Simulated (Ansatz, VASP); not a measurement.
# Cross-check of VSb2 between VASP and Ansatz

Wanted: the spread between two codes on one cell, functional and k mesh. The cell is taken from a series of runs on this material, whose earlier steps may have relaxed, scaled, displaced or heated it; both programs get it as it stands. Valence electrons are named where the data sets of a main pair hold unlike numbers.

Program: Ansatz 0.2.0. Level of theory: plane waves, with VASP 6.6.1 beside it; single point at LDA, DFT+U. Results are calculated unless marked as measured.

### 1. The structure

It takes space group I4/mcm (No. 140, tetragonal). Conventional cell: a = 6.554 Å, b = 6.554 Å, c = 5.637 Å, α = 90.00°, β = 90.00°, γ = 90.00°. Nearest to Sb lie 4 V at 2.85 Å and 1 Sb at 2.88 Å. V has 2 V at 2.82 Å and 8 Sb at 2.85 Å nearest. Farther neighbours are not listed.

### 2. Ansatz: single point, LDA, DFT+U

Ansatz runs on its default PAW (the set named soft_2) files.

A single point gives forces, pressure and levels at one fixed geometry, so differences don't come from the geometry; what else differs is listed under the comparison.

Input file input.yaml:

```yaml
crystal:
  lattice:
    - [-3.2769, 3.2769, 2.8183]
    - [3.2769, -3.2769, 2.8183]
    - [3.2769, 3.2769, -2.8183]
  atoms:
    - { symbol: Sb, position: [0.84451368, 0.65548632, 0.5] }
    - { symbol: Sb, position: [0.34451368, 0.84451368, 0.18902735] }
    - { symbol: Sb, position: [0.15548632, 0.34451368, 0.5] }
    - { symbol: Sb, position: [0.65548632, 0.15548632, 0.81097265] }
    - { symbol: V, position: [0.75, 0.75, 0.0], spin: 2.0 }
    - { symbol: V, position: [0.25, 0.25, 0.0], spin: 2.0 }
hamiltonian:
  xc: lda
  pseudopotentials: { kind: paw }
  hubbard: { sites: [{ species: V, l: d, u_eff: 3.25 }] }
magnetization:
  spin_polarized: true
kpoints:
  mp_grid: { grid: [8, 8, 8] }
scf:
  occupations: { method: methfessel_paxton, width: 0.15 }
  n_extra_bands: 9
output:
  forces: true
  stress: true
  eigenvalues: true
```

The run is started by

```bash
$ ansatz run input.yaml --threads 4 --pin off --max-ram 9216MiB --backend cpu --events-out ev --progress --plain --runs-dir out
```

Numbers of over 12 decimals in the logs are rounded to 6 here.

Log:

```text
Warning: the band count 52 (scf.n_extra_bands) hosts the net moment |M| = 4.0000 μB (N_el = 86) but caps the reachable moment at 2·n_bands − N_el = 18.0000 μB, below the 54 bands that the automatic rule leaves for it — a moment growing past the seed, or the majority channel's smearing tail, pins there with fewer empty majority states than that count leaves; raise or omit scf.n_extra_bands unless the cap is intended
Sb: projections on atomic orbitals take those of the free atom [Kr] 4d10 5s2 5p3, of charge +0.00 (hamiltonian.pseudopotentials.projection_atoms); the dataset's partial waves leave at most 3.6e-6 of an orbital's norm unspanned inside its sphere
V: projections on atomic orbitals take those of the free atom [Ne] 3s2 3p6 3d3 4s2, of charge +0.00 (hamiltonian.pseudopotentials.projection_atoms); the dataset's partial waves leave at most 5.8e-7 of an orbital's norm unspanned inside its sphere
scf.n_extra_bands = 9 over 43 filled bands (N_el = 86.0): the run solves 52 bands
Engine: ansatz 0.2.0, x86_64-unknown-linux-gnu
Pseudopotentials: kind: paw
Pseudopotential: Sb, paw, valence charge 15, recommended cutoff 420 eV (normal), Sb.paw.azcp
Pseudopotential: V, paw, valence charge 13, recommended cutoff 420 eV (normal), V.paw.azcp
Functional definition: SPW92
  exchange = slater_x
  correlation = pw_c
Crystal: 6 atoms, lattice volume = 121.052 Å³
Basis set: ecut = 420 eV, 2345 PW (Γ)
Bands: 52, of which v1, the nominal top of the filled ones, is band 43 counted from 1 (42 counted from 0)
Symmetry: 16 space group operations
Space group: I4/mcm (ITA 140), of the structure as read, at distance tolerance 4.9e-5 Å
Magnetic group: BNS 140.541 (UNI 1201), of the structure as read, at distance tolerance 4.9e-5 Å
k-points: 59 of 512
Non-local potential: Sb, projectors of the file, l = 0: 2, l = 1: 2, l = 2: 2, l = 3: 2
Non-local potential: V, projectors of the file, l = 0: 3, l = 1: 2, l = 2: 3, l = 3: 1
PAW form: soft (Blöchl's): semilocal exchange-correlation on the pseudo side does not see the compensation charge
PAW frozen core: Sb, regenerated for the run's functional, and the local potential with it (the file was generated under x = pbe(κ = 0.804, μ = 0.219515), c = pbe(β = 0.066725))
PAW frozen core: V, regenerated for the run's functional, and the local potential with it (the file was generated under x = pbe(κ = 0.804, μ = 0.219515), c = pbe(β = 0.066725))
PAW one-centre angular grid: Sb, 590 points (default); XC on 64 Gauss nodes
PAW one-centre angular grid: V, 590 points (default); XC on 64 Gauss nodes
Initial density: superposition of atomic densities (chi_scale 0.1, normalization cell)
Starting moments: Σ|m| = 4 μB on 2 of 6 sites
Initial wavefunctions: pseudopotential atomic-orbital guess
Functional: x = slater, c = lda
SCF iter   1: F=—  HF=-31058.732453 eV  |F-HF|=—  |Δ(HF+E_count)|=         —  Δρ=5.20e-2 (↑5.20e-2 ↓1.41e-2)  dr2=1.18e1  dr2_m=6.15e-1  M=4.681 μB ∫|m|=5.665 μB  β_m=1.00  ethr=3.10e-3  ⟨swp⟩=7.3  Hψ=22606  notcnv=0
preconditioner: auto → Kerker (q_TF=auto, 2.577 Å⁻¹)  [metal: Δε(μ)=0.002 eV  Ē_g=19.752 eV  σ=0.150 eV  W_gap=0.01  n_scr=34 (ndim 8)  ℏωp=28.2 eV  f_vac=0.000  D(μ)=4.84/eV (n_scr^D=42)]
spin=Collinear: Kerker preconditioning applied to the charge; magnetization (m = ρ↑ − ρ↓) channel mixes plain (no charge-response kernel on spin).
SCF iter   2: F=—  HF=-31058.147030 eV  |F-HF|=—  |Δ(HF+E_count)|=   5.85e-1  Δρ=1.46e-2 (↑1.46e-2 ↓1.08e-2)  dr2=2.49e0  dr2_m=1.63e-2  M=4.566 μB ∫|m|=5.723 μB  β_m=1.00  ethr=3.10e-3  ⟨swp⟩=2.7  Hψ=8685  notcnv=0  defer=280
SCF iter   3: F=—  HF=-31057.946311 eV  |F-HF|=—  |Δ(HF+E_count)|=   2.01e-1  Δρ=9.63e-3 (↑9.63e-3 ↓7.40e-3)  dr2=8.60e-1  dr2_m=8.01e-3  M=4.652 μB ∫|m|=5.834 μB  β_m=1.00  ethr=2.90e-3  ⟨swp⟩=2.0  Hψ=6627  notcnv=0  defer=280
SCF iter   4: F=—  HF=-31057.793350 eV  |F-HF|=—  |Δ(HF+E_count)|=   1.53e-1  Δρ=5.04e-3 (↑5.04e-3 ↓3.34e-3)  dr2=1.04e-1  dr2_m=3.19e-3  M=4.615 μB ∫|m|=5.802 μB  β_m=0.30  ethr=1.00e-3  ⟨swp⟩=2.3  Hψ=8561  notcnv=0  defer=293
SCF iter   5: F=—  HF=-31057.818575 eV  |F-HF|=—  |Δ(HF+E_count)|=         —  Δρ=6.26e-3 (↑6.26e-3 ↓2.27e-3)  dr2=4.23e-2  dr2_m=1.66e-2  M=4.813 μB ∫|m|=6.029 μB  β_m=1.00  ethr=1.20e-4  ⟨swp⟩=2.2  Hψ=7925  notcnv=0  defer=291
Mixer restart at iter 5: flushing history
SCF iter   6: F=—  HF=-31057.837493 eV  |F-HF|=—  |Δ(HF+E_count)|=   1.89e-2  Δρ=2.04e-3 (↑2.04e-3 ↓9.50e-4)  dr2=1.27e-2  dr2_m=8.24e-4  M=4.860 μB ∫|m|=6.089 μB  β_m=1.00  ethr=4.92e-5  ⟨swp⟩=2.0  Hψ=7379  notcnv=0  defer=291
SCF iter   7: F=—  HF=-31057.853325 eV  |F-HF|=—  |Δ(HF+E_count)|=   1.58e-2  Δρ=1.20e-3 (↑1.20e-3 ↓6.81e-4)  dr2=3.83e-3  dr2_m=1.51e-4  M=4.863 μB ∫|m|=6.093 μB  β_m=0.30  ethr=1.48e-5  ⟨swp⟩=2.0  Hψ=11218  notcnv=0  defer=291
Mixer restart at iter 7: flushing history
spin-set hold released at iteration 7 (site moments contracting): the magnetisation degrees of freedom join the quasi-Newton model from the next iteration; the mixer history was flushed
SCF iter   8: F=—  HF=-31057.863768 eV  |F-HF|=—  |Δ(HF+E_count)|=   1.04e-2  Δρ=1.79e-3 (↑1.79e-3 ↓6.72e-4)  dr2=5.70e-3  dr2_m=1.34e-3  M=4.923 μB ∫|m|=6.158 μB  β_m=0.65  ethr=4.46e-6  ⟨swp⟩=1.7  Hψ=6523  notcnv=0  defer=291
[...]
SCF iter  10: F=—  HF=-31057.882370 eV  |F-HF|=—  |Δ(HF+E_count)|=   6.22e-3  Δρ=1.20e-3 (↑1.20e-3 ↓2.38e-4)  dr2=1.90e-3  dr2_m=5.21e-4  M=5.050 μB ∫|m|=6.289 μB  β_m=0.91  ethr=4.46e-6  ⟨swp⟩=2.0  Hψ=9508  notcnv=0  defer=291
SCF iter  11: F=—  HF=-31057.882614 eV  |F-HF|=—  |Δ(HF+E_count)|=   2.44e-4  Δρ=4.17e-4 (↑4.17e-4 ↓7.06e-5)  dr2=3.15e-4  dr2_m=3.76e-5  M=5.043 μB ∫|m|=6.279 μB  β_m=0.96  ethr=2.21e-6  ⟨swp⟩=2.1  Hψ=10291  notcnv=0  defer=291
SCF iter  12: F=—  HF=-31057.882707 eV  |F-HF|=—  |Δ(HF+E_count)|=   9.35e-5  Δρ=1.88e-4 (↑1.88e-4 ↓3.83e-5)  dr2=7.04e-5  dr2_m=7.08e-6  M=5.054 μB ∫|m|=6.289 μB  β_m=0.98  ethr=3.66e-7  ⟨swp⟩=2.0  Hψ=8908  notcnv=0  defer=291
SCF iter  13: F=—  HF=-31057.861200 eV  |F-HF|=—  |Δ(HF+E_count)|=         —  Δρ=7.24e-4 (↑7.24e-4 ↓1.64e-4)  dr2=6.42e-4  dr2_m=1.89e-4  M=5.078 μB ∫|m|=6.308 μB  β_m=0.98  ethr=8.19e-8  ⟨swp⟩=1.7  Hψ=6525  notcnv=0  defer=293
Mixer restart at iter 13: flushing history
iteration 13: the input's own smearing fills from here on; a Gaussian of 0.15 eV has filled iterations ahead of it
SCF iter  14: F=—  HF=-31057.861558 eV  |F-HF|=—  |Δ(HF+E_count)|=   3.57e-4  S|Δr|=    0.00e0  Δρ=8.37e-4 (↑8.37e-4 ↓1.76e-4)  dr2=1.39e-3  dr2_m=1.32e-4  M=5.068 μB ∫|m|=6.295 μB  β_m=0.77  ethr=8.19e-8  ⟨swp⟩=2.9  Hψ=11542  notcnv=0  defer=293
SCF iter  15: F=—  HF=-31057.861427 eV  |F-HF|=—  |Δ(HF+E_count)|=   1.31e-4  S|Δr|=    0.00e0  Δρ=1.61e-4 (↑1.61e-4 ↓4.16e-5)  dr2=1.46e-5  dr2_m=8.90e-6  M=5.080 μB ∫|m|=6.308 μB  β_m=0.88  ethr=8.19e-8  ⟨swp⟩=2.1  Hψ=11073  notcnv=0  defer=293
SCF iter  16: F=—  HF=-31057.861467 eV  |F-HF|=—  |Δ(HF+E_count)|=   4.05e-5  S|Δr|=    0.00e0  Δρ=7.87e-5 (↑7.87e-5 ↓2.60e-5)  dr2=8.71e-6  dr2_m=1.14e-6  M=5.079 μB ∫|m|=6.308 μB  β_m=0.94  ethr=1.70e-8  ⟨swp⟩=2.0  Hψ=10925  notcnv=0  defer=293
SCF iter  17: F=—  HF=-31057.861475 eV  |F-HF|=—  |Δ(HF+E_count)|=   8.33e-6  S|Δr|=    0.00e0  Δρ=2.43e-5 (↑2.43e-5 ↓7.41e-6)  dr2=3.20e-7  dr2_m=1.47e-7  M=5.081 μB ∫|m|=6.309 μB  β_m=0.96  ethr=1.01e-8  ⟨swp⟩=2.0  Hψ=8637  notcnv=0  defer=293
SCF iter  18: F=-31057.861477 eV  HF=-31057.861477 eV  |F-HF|=5.60e-8  |Δ(HF+E_count)|=   1.50e-6  S|Δr|=    0.00e0  Δρ=6.99e-6 (↑6.99e-6 ↓1.43e-6)  dr2=2.36e-8  dr2_m=1.24e-8  M=5.081 μB ∫|m|=6.309 μB  ethr=1.16e-10  ⟨swp⟩=9.0  Hψ=29575  notcnv=0
SCF 1 converged in 18 iterations: F = -31057.861477 eV  dr2 = 2.36e-8
  greatest PAW one-centre occupation: 0.999 electrons in one spin orbital (limit 2), on the V atom at site 5 (counted from 0), in its partial waves of l = 0
this state was not tested for a lower state beside it, because cold or Methfessel-Paxton smearing, or corrected tetrahedra, fill the levels in a way that the test cannot read (fill_not_monotonic; see scf.lower_state_search)
SCF converged after 18 iterations
Magnetization: 5.0810 μB (45.5405 up, 40.4595 down)
Absolute magnetization: 6.3221 μB (∫|ρ↑−ρ↓|, with the PAW one-centre terms)
Spin contamination: 0.5415 ħ² per cell (⟨S²⟩ above its minimum at these occupations)
Per-site moments (μB) at R_I (Å): [(-0.099537, 1.175597), (-0.099537, 1.175597), (-0.099537, 1.175597), (-0.099537, 1.175597), (2.534708, 1.162549), (2.534708, 1.162549)]
Free energy (F): -31057.861477 eV
Harris-Foulkes:  -31057.861477 eV  (|F-HF|=5.60e-8)
Internal energy: -31057.862712 eV  (E = F + TS)
E sigma→0 (E₀):  -31057.861786 eV
Entropy (-TS):   0.001235 eV (0.206 meV/atom)
Fermi energy:    14.255361 eV
--- Per-component energies (eV) ---
  E_band       = -762.362238
  E_kinetic    = 1517.782678
  E_local      = -7373.524444  (includes V_loc(G=0)·N_el)
  E_nonlocal   = 1398.801851
  E_hartree    = 3409.437825
  E_xc         = -814.171009
  E_vxc        = -724.565666  (∫ρ·V_xc dr)
  E_hubbard    = 5.012402  (on-site DFT+U / exact-exchange correction)
  E_vhub       = -3.193065  (the Hubbard potential's part of the band-sum identity)
  E_paw        = -19841.397009  (= ΣΔE_a)
  E_vpaw       = -2396.544493  (= ΣTr[D̂ρ^β])
  E_aug_tail   = 0.000496  (compensation charges beyond the density's cutoff)
  E_ewald      = -9362.733097
  E_core_change = 2.927594  (= ΣΔE_core)
  E_smearing   = 0.001235  (= −TS)
  E_closure    = -0.000000  (closes the sum)
  Σ components = -31057.861477   (vs F -31057.861477, Δ=0.00e0)
--- Forces (eV/Å), atoms counted from 1 ---
  atom   1  Sb     0.05019402    -0.05019402    -0.00000000
  atom   2  Sb    -0.05019402    -0.05019402     0.00000000
  atom   3  Sb    -0.05019402     0.05019402    -0.00000000
  atom   4  Sb     0.05019402     0.05019402     0.00000000
  atom   5  V      0.00000000    -0.00000000     0.00000000
  atom   6  V      0.00000000    -0.00000000     0.00000000
  max |Σ_I F_I| component: 6.94e-18 eV/Å
--- Stress (GPa, compression-positive) ---
        1.952755       0.000000      -0.000000
        0.000000       1.952755      -0.000000
        0.000000       0.000000       7.413039
  P = ⅓ Tr σ = 3.7728 GPa (37.728 kbar)
--- Band table (eV; the first three rows and the last of 118) ---
  k-point 0 ↑: bands = [... 39 lower, 11.4027, 11.9077, 11.9865, 13.3549, 13.5149, 14.0726, 14.0726, 14.2732, ... 5 higher]
  k-point 1 ↑: bands = [... 39 lower, 11.4929, 11.8551, 11.9998, 13.4677, 13.8310, 14.0401, 14.0833, 14.1668, ... 5 higher]
  k-point 2 ↑: bands = [... 39 lower, 11.7273, 12.0949, 12.1421, 13.4702, 13.9561, 14.0326, 14.0709, 14.7421, ... 5 higher]
  k-point 58 ↓: bands = [... 39 lower, 15.1120, 15.1638, 15.1638, 16.0103, 16.7974, 16.8030, 17.1220, 17.1220, ... 5 higher]
Occupation matrices written to <dir>
```

In the SCF lines HF is the Harris–Foulkes energy and dr2 the Hartree energy of the density residual, in eV; the loop may stop once dr2 is under the threshold and the program's other checks hold. Hψ counts applications of the Hamiltonian.

The run ends at a pressure of 3.77 GPa, with forces up to 0.071 eV/Å.

[end of part 1 of 2]

[Lines on the potential files, build, host, timing and source positions are cut from VASP's logs without a mark.]

[Logs are printed without paths, hosts, clocks, repeated set-up lines and the standing remarks that a program may print on its own settings, such as how far it seeks lower states.]

[Hosts, paths, dates, database ids (printed as entryN), source tags and the programs' standing remarks are cut or masked in the printed files.]
